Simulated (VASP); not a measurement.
Li2CeGe under changes of volume

One of the cells (18.805 Å³/atom); the others are scaled copies at fixed shape and fractional positions:

```
Ce Ge Li
1.0
     4.81876    0.00000    0.00000
    -2.40938    4.17317    0.00000
     0.00000    0.00000    7.48113
Ce Ge Li
2 2 4
Direct
  0.00000 0.00000 0.50000
  0.00000 0.00000 0.00000
  0.66667 0.33333 0.25000
  0.33333 0.66667 0.75000
  0.33333 0.66667 0.10522
  0.66667 0.33333 0.60522
  0.66667 0.33333 0.89478
  0.33333 0.66667 0.39478
```

The cell comes from a database or a generator and needn't be the stable form of this composition.

```yaml
Program: VASP 6.6.1
Functional: PBE
Potentials_or_basis: VASP PAW PBE potentials, release 64 (Ce, Ge_d, Li_sv)
Cutoff: 520 eV
k_mesh: 7 × 7 × 4
Occupations: fermi-dirac, width 0.05 eV
Spin: collinear spin, ferromagnetic start
Starting_moments: "[1.0, 1.0, 0.0, 0.0, 0.0, 0.0, 0.0, 0.0] μB"
```

| volume (Å³/atom) | energy over the lowest point (meV/atom) | moment (μB per cell) | largest force (eV/Å) |
| --- | --- | --- | --- |
| 17.330 | 11.13 | 2.69 | 0.051 |
| 17.699 | 4.71 | 2.75 | 0.029 |
| 18.068 | 0.89 | 2.81 | 0.008 |
| 18.805 | 0.00 | 2.92 | 0.032 |
| 19.174 | 2.52 | 2.97 | 0.051 |
| 19.543 | ? | ? | ? |

Question: What does the run at 19.543 Å³/atom give?

Answer: Energy over the lowest point 6.74 meV/atom; moment 3.02 μB per cell; largest force 0.069 eV/Å.

Worked out: A Birch-Murnaghan fit of order 3 (a polynomial in V^(-2/3)) to the other rows has its minimum at 18.51 Å³/atom with B0 = V·E''(V) = 45 GPa and B' = 4.1 at fixed shape and positions, which overstates the stiffness. It gives 6.76 meV/atom at 19.543 Å³/atom, against the run's 6.74. A straight line through the other rows of the moment, of slope 0.152 μB per Å³/atom, extrapolates to 3.03 μB, against the run's 3.02.

Energies are extrapolated to zero smearing.

Caveats: the cutoff is under 1.25 times the usual one of these potentials, so pressure, stress and relaxed cells hold a basis-set (Pulay) error; the magnetic or orbital state may not be the lowest; without U or exact exchange the open f shell lies at the Fermi level, which spoils levels, moments and volumes.
